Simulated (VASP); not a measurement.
Here is the system:

```
CELL_PARAMETERS angstrom
      1.27500    -2.20837     0.00000
      1.27500     2.20837     0.00000
      0.00000     0.00000     4.22000
ATOMIC_POSITIONS crystal
  B  0.66667 0.33333 0.50000
  B  0.33333 0.66667 0.00000
  N  0.66667 0.33333 0.87500
  N  0.33333 0.66667 0.37500
```

Method: PBE GGA, VASP's PBE PAW potentials (set 64) (plane waves; VASP). Run with 520 eV cut-off, 8×8×4 Γ-centred mesh, Gaussian smearing of 0.050 eV, potentials B N.

Question: Predict the energy per atom (σ→0), pressure.

Answer: 
* **energy per atom (σ→0)**: -8.708 eV/atom
* **pressure**: 2.00 GPa

Only differences to runs with the same potentials and settings are physical.

The compound is BN in the wurtzite structure, a metastable high-pressure form. The cell was not relaxed at this level.
